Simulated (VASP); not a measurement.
Method: LDA (Ceperley-Alder, Perdew-Zunger), VASP's LDA PAW potentials (set 64) (plane waves; VASP 6.6.1).

VASP ran on this input.

### INCAR
```
SYSTEM = Hf
PREC = Accurate
ENCUT = 210
EDIFF = 1E-04
NELM = 100
ALGO = Normal
LREAL = .FALSE.
LASPH = .TRUE.
ISMEAR = 1
SIGMA = 0.2
LMAXMIX = 6
LWAVE = .FALSE.
LCHARG = .FALSE.
ISIF = 3
IBRION = 2
NSW = 50
EDIFFG = -0.01
```

### KPOINTS
```
Automatic mesh
0
Gamma
8 8 8
0 0 0
```

**POSCAR**
```
Hf
1
    3.1923800000     0.0000000000     0.0000000000
   -1.5961900000     2.7646820000     0.0000000000
    0.0000000000     0.0000000000     5.0450400000
Hf
2
Direct
  0.3408770000   0.6615790000   0.2537760000
  0.6591230000   0.3384210000   0.7462240000
```

POTCAR, in this order: Hf_pv (LDA.64 set). Program: vasp_std.

Output

### OSZICAR
```
...
  31 F= -.21387307E+02 E0= -.21388205E+02  d E =-.669492E-04
       N       E                     dE             d eps       ncg     rms          rms(c)
DAV:   1    -0.213871892229E+02    0.14765E-03   -0.11281E-01  7280   0.295E+00    0.246E-01
DAV:   2    -0.213874858269E+02   -0.29660E-03   -0.47251E-03  9542   0.582E-01    0.733E-02
DAV:   3    -0.213874509263E+02    0.34901E-04   -0.64291E-05  5080   0.670E-02
  32 F= -.21387451E+02 E0= -.21388332E+02  d E =-.211021E-03
       N       E                     dE             d eps       ncg     rms          rms(c)
DAV:   1    -0.213874129894E+02    0.72837E-04   -0.19222E-02  7280   0.122E+00    0.104E-01
DAV:   2    -0.213874605672E+02   -0.47578E-04   -0.81968E-04  9776   0.241E-01
  33 F= -.21387461E+02 E0= -.21388339E+02  d E =-.220661E-03
       N       E                     dE             d eps       ncg     rms          rms(c)
DAV:   1    -0.213874450901E+02   -0.32101E-04   -0.48072E-03  7286   0.608E-01    0.575E-02
DAV:   2    -0.213874505785E+02   -0.54883E-05   -0.19950E-04  5622   0.121E-01
  34 F= -.21387451E+02 E0= -.21388328E+02  d E =-.210673E-03
       N       E                     dE             d eps       ncg     rms          rms(c)
DAV:   1    -0.213874830171E+02   -0.37927E-04   -0.60205E-03  7298   0.684E-01    0.644E-02
DAV:   2    -0.213874913852E+02   -0.83681E-05   -0.24590E-04  6144   0.136E-01
  35 F= -.21387491E+02 E0= -.21388388E+02  d E =-.408067E-04
       N       E                     dE             d eps       ncg     rms          rms(c)
DAV:   1    -0.213874798358E+02    0.31814E-05   -0.54352E-02  7292   0.205E+00    0.167E-01
DAV:   2    -0.213875901504E+02   -0.11031E-03   -0.23866E-03  9512   0.410E-01    0.568E-02
DAV:   3    -0.213875617206E+02    0.28430E-04   -0.42309E-05  4552   0.543E-02
  36 F= -.21387562E+02 E0= -.21388518E+02  d E =-.111142E-03
       N       E                     dE             d eps       ncg     rms          rms(c)
DAV:   1    -0.213871089895E+02    0.48116E-03   -0.21777E-01  7286   0.411E+00    0.336E-01
DAV:   2    -0.213875753481E+02   -0.46636E-03   -0.94384E-03  9542   0.820E-01    0.113E-01
DAV:   3    -0.213874695561E+02    0.10579E-03   -0.16429E-04  6056   0.105E-01    0.631E-02
DAV:   4    -0.213874397264E+02    0.29830E-04   -0.84892E-05  4360   0.778E-02
  37 F= -.21387440E+02 E0= -.21388520E+02  d E =0.108521E-04
       N       E                     dE             d eps       ncg     rms          rms(c)
DAV:   1    -0.213874430844E+02    0.26472E-04   -0.64814E-02  7286   0.224E+00    0.180E-01
DAV:   2    -0.213875810800E+02   -0.13800E-03   -0.27735E-03  9344   0.445E-01    0.611E-02
DAV:   3    -0.213875508385E+02    0.30241E-04   -0.48468E-05  4630   0.581E-02
  38 F= -.21387551E+02 E0= -.21388566E+02  d E =-.100260E-03
       N       E                     dE             d eps       ncg     rms          rms(c)
DAV:   1    -0.213875408303E+02    0.40250E-04   -0.14427E-02  7304   0.106E+00    0.878E-02
DAV:   2    -0.213875673632E+02   -0.26533E-04   -0.63457E-04  9560   0.212E-01
  39 F= -.21387567E+02 E0= -.21388552E+02  d E =-.116785E-03
       N       E                     dE             d eps       ncg     rms          rms(c)
DAV:   1    -0.213875624383E+02   -0.21608E-04   -0.19482E-03  7352   0.387E-01    0.393E-02
DAV:   2    -0.213875597208E+02    0.27175E-05   -0.83630E-05  3922   0.793E-02
  40 F= -.21387560E+02 E0= -.21388531E+02  d E =-.109142E-03
       N       E                     dE             d eps       ncg     rms          rms(c)
DAV:   1    -0.213875559829E+02    0.64554E-05   -0.38360E-04  7694   0.171E-01    0.177E-02
DAV:   2    -0.213875564431E+02   -0.46025E-06   -0.18536E-05  3718   0.356E-02
  41 F= -.21387556E+02 E0= -.21388522E+02  d E =-.105865E-03
       N       E                     dE             d eps       ncg     rms          rms(c)
DAV:   1    -0.213875720353E+02   -0.16052E-04   -0.23148E-03  7304   0.423E-01    0.228E-02
DAV:   2    -0.213875784520E+02   -0.64167E-05   -0.89578E-05  3700   0.844E-02
  42 F= -.21387578E+02 E0= -.21388548E+02  d E =-.220089E-04
       N       E                     dE             d eps       ncg     rms          rms(c)
DAV:   1    -0.213875769003E+02   -0.48650E-05   -0.20822E-02  7292   0.127E+00    0.535E-02
DAV:   2    -0.213876449463E+02   -0.68046E-04   -0.92822E-04  9452   0.255E-01
  43 F= -.21387645E+02 E0= -.21388628E+02  d E =-.885032E-04
       N       E                     dE             d eps       ncg     rms          rms(c)
DAV:   1    -0.213875078851E+02    0.69015E-04   -0.83056E-02  7292   0.253E+00    0.106E-01
DAV:   2    -0.213877579233E+02   -0.25004E-03   -0.36130E-03  9482   0.508E-01    0.543E-02
DAV:   3    -0.213877385281E+02    0.19395E-04   -0.31868E-05  4846   0.453E-02
  44 F= -.21387739E+02 E0= -.21388743E+02  d E =-.182085E-03
       N       E                     dE             d eps       ncg     rms          rms(c)
DAV:   1    -0.213868127145E+02    0.94521E-03   -0.33245E-01  7292   0.507E+00    0.206E-01
DAV:   2    -0.213878787705E+02   -0.10661E-02   -0.14439E-02  9434   0.102E+00    0.957E-02
DAV:   3    -0.213878217130E+02    0.57057E-04   -0.12225E-04  6528   0.862E-02
  45 F= -.21387822E+02 E0= -.21388857E+02  d E =-.265270E-03
       N       E                     dE             d eps       ncg     rms          rms(c)
DAV:   1    -0.213835204243E+02    0.43583E-02   -0.13285E+00  7292   0.101E+01    0.394E-01
DAV:   2    -0.213877741567E+02   -0.42537E-02   -0.57807E-02  9392   0.203E+00    0.196E-01
DAV:   3    -0.213875502874E+02    0.22387E-03   -0.53671E-04  9032   0.174E-01    0.120E-01
DAV:   4    -0.213874349172E+02    0.11537E-03   -0.14672E-04  6042   0.885E-02    0.534E-02
DAV:   5    -0.213874290597E+02    0.58575E-05   -0.38402E-05  4126   0.457E-02
  46 F= -.21387429E+02 E0= -.21388455E+02  d E =0.127383E-03
       N       E                     dE             d eps       ncg     rms          rms(c)
DAV:   1    -0.213858998591E+02    0.15351E-02   -0.63506E-01  7292   0.700E+00    0.285E-01
DAV:   2    -0.213879192409E+02   -0.20194E-02   -0.27367E-02  9344   0.140E+00    0.136E-01
DAV:   3    -0.213878104381E+02    0.10880E-03   -0.24975E-04  8150   0.118E-01    0.783E-02
DAV:   4    -0.213877551576E+02    0.55281E-04   -0.76891E-05  4744   0.668E-02
  47 F= -.21387755E+02 E0= -.21388796E+02  d E =-.198714E-03
       N       E                     dE             d eps       ncg     rms          rms(c)
DAV:   1    -0.213876884095E+02    0.12203E-03   -0.31513E-02  7292   0.156E+00    0.583E-02
DAV:   2    -0.213877889548E+02   -0.10055E-03   -0.13607E-03  9416   0.312E-01    0.331E-02
DAV:   3    -0.213877841220E+02    0.48328E-05   -0.10460E-05  4264   0.257E-02
  48 F= -.21387784E+02 E0= -.21388821E+02  d E =-.227679E-03
       N       E                     dE             d eps       ncg     rms          rms(c)
DAV:   1    -0.213877662228E+02    0.22732E-04   -0.80290E-03  7340   0.787E-01    0.280E-02
DAV:   2    -0.213877915650E+02   -0.25342E-04   -0.34976E-04  8524   0.158E-01
  49 F= -.21387792E+02 E0= -.21388826E+02  d E =-.235122E-03
       N       E                     dE             d eps       ncg     rms          rms(c)
DAV:   1    -0.213877892355E+02   -0.23013E-04   -0.19981E-03  7370   0.391E-01    0.149E-02
DAV:   2    -0.213877927734E+02   -0.35379E-05   -0.81938E-05  3838   0.792E-02
  50 F= -.21387793E+02 E0= -.21388826E+02  d E =-.236330E-03
```

OUTCAR:
```
------------------------ aborting loop because EDIFF is reached ----------------------------------------
  FORCE on cell =-STRESS in cart. coord.  units (eV):
  Direction    XX          YY          ZZ          XY          YZ          ZX
  --------------------------------------------------------------------------------------
  Total        0.0567651      0.0675148      0.0068236      0.0131249      0.0037138     -0.0092331
  in kB        2.1983900      2.6147006      0.2642641      0.5082996      0.1438285     -0.3575767
  external PRESSURE =       1.6924516 kB  Pullay stress =       0.0000000 kB
  volume of cell :       41.37
      direct lattice vectors                 reciprocal lattice vectors
     3.108633895 -0.001983489  0.000899978     0.321803457  0.186070802 -0.000070817
    -1.556036628  2.691114917 -0.000764191     0.000237173  0.371730347  0.000043225
     0.001421799 -0.000576157  4.947045595    -0.000058507  0.000023572  0.202140869
 POSITION                                       TOTAL-FORCE (eV/Angst)
 -----------------------------------------------------------------------------------
     -0.00047      1.79242      1.23901         0.002257      0.000028     -0.019326
      1.55449      0.89613      3.70817        -0.002257     -0.000028      0.019326
 -----------------------------------------------------------------------------------
    total drift:                                0.000000     -0.000000      0.000000
  FREE ENERGIE OF THE ION-ELECTRON SYSTEM (eV)
  ---------------------------------------------------
  free  energy   TOTEN  =       -21.3877927734 eV

  energy  without entropy=      -21.3908933877  energy(sigma->0) =      -21.38882631
```
(Selected blocks of OUTCAR.)

File CONTCAR:
```
Hf
   1.00000000000000
     3.1086338948930301   -0.0019834894010402    0.0008999781148954
    -1.5560366275268682    2.6911149168162392   -0.0007641909905742
     0.0014217989082914   -0.0005761574627126    4.9470455954700183
  Hf
     2
Direct
     0.3332789007582597    0.6663520402121321    0.2504968946216640
     0.6667210992417402    0.3336479597878676    0.7495031053783356
```

File stdout:
```
...
  46 F= -.21387429E+02 E0= -.21388455E+02  d E =0.127383E-03
 curvature: -12.77 expect dE=-0.857E-02 dE for cont linesearch -0.863E-03
 ZBRENT: bracketing found
 ZBRENT: interpolating
 opt :   5.0982  next Energy=   -21.387871 (dE=-0.315E-03)
 bond charge predicted
       N       E                     dE             d eps       ncg     rms          rms(c)
DAV:   1    -0.213858998591E+02    0.15351E-02   -0.63506E-01  7292   0.700E+00    0.285E-01
DAV:   2    -0.213879192409E+02   -0.20194E-02   -0.27367E-02  9344   0.140E+00    0.136E-01
DAV:   3    -0.213878104381E+02    0.10880E-03   -0.24975E-04  8150   0.118E-01    0.783E-02
DAV:   4    -0.213877551576E+02    0.55281E-04   -0.76891E-05  4744   0.668E-02
  47 F= -.21387755E+02 E0= -.21388796E+02  d E =-.198714E-03
 curvature:  -0.73 expect dE=-0.312E-03 dE for cont linesearch -0.973E-05
 ZBRENT: interpolating
 opt :   4.4589  next Energy=   -21.387780 (dE=-0.223E-03)
 bond charge predicted
       N       E                     dE             d eps       ncg     rms          rms(c)
DAV:   1    -0.213876884095E+02    0.12203E-03   -0.31513E-02  7292   0.156E+00    0.583E-02
DAV:   2    -0.213877889548E+02   -0.10055E-03   -0.13607E-03  9416   0.312E-01    0.331E-02
DAV:   3    -0.213877841220E+02    0.48328E-05   -0.10460E-05  4264   0.257E-02
  48 F= -.21387784E+02 E0= -.21388821E+02  d E =-.227679E-03
 curvature:  -1.85 expect dE=-0.592E-03 dE for cont linesearch -0.137E-04
 ZBRENT: bisectioning
 opt :   4.1360  next Energy=   -21.387801 (dE=-0.245E-03)
 bond charge predicted
       N       E                     dE             d eps       ncg     rms          rms(c)
DAV:   1    -0.213877662228E+02    0.22732E-04   -0.80290E-03  7340   0.787E-01    0.280E-02
DAV:   2    -0.213877915650E+02   -0.25342E-04   -0.34976E-04  8524   0.158E-01
  49 F= -.21387792E+02 E0= -.21388826E+02  d E =-.235122E-03
 curvature:  -2.28 expect dE=-0.616E-03 dE for cont linesearch -0.113E-04
 ZBRENT: bisectioning
 opt :   3.9745  next Energy=   -21.387799 (dE=-0.242E-03)
 bond charge predicted
       N       E                     dE             d eps       ncg     rms          rms(c)
DAV:   1    -0.213877892355E+02   -0.23013E-04   -0.19981E-03  7370   0.391E-01    0.149E-02
DAV:   2    -0.213877927734E+02   -0.35379E-05   -0.81938E-05  3838   0.792E-02
  50 F= -.21387793E+02 E0= -.21388826E+02  d E =-.236330E-03
 curvature:  -1.44 expect dE=-0.342E-03 dE for cont linesearch -0.182E-05
 trial: gam= 1.87248 g(F)=  0.365E-04 g(S)=  0.202E-03 ort =-0.237E-04 (trialstep = 0.243E+00)
 search vector abs. value=  0.170E-02
```

Convergence was not reached.

The run did not end as a converged relaxation. At this cut-off the stress carries a Pulay error, which pulls relaxed volumes low.  Energy and stress use the plane-wave basis of the starting cell.

The structure comes from a computed database's Hf entry; how it stands against other phases isn't given here. In the starting cell atoms are displaced from their ideal sites. This run relaxes it. Symmetry was kept, so distortions that lower it aren't found. The run is one of a series of settings (EDIFF = 1E-04, EDIFFG = -0.01, ENCUT = 210, IBRION = 2, ISIF = 3, ISMEAR = 1, NSW = 50, SIGMA = 0.2, KPOINTS 8×8×8 Γ-centred mesh against the base run), some of them coarse on purpose.
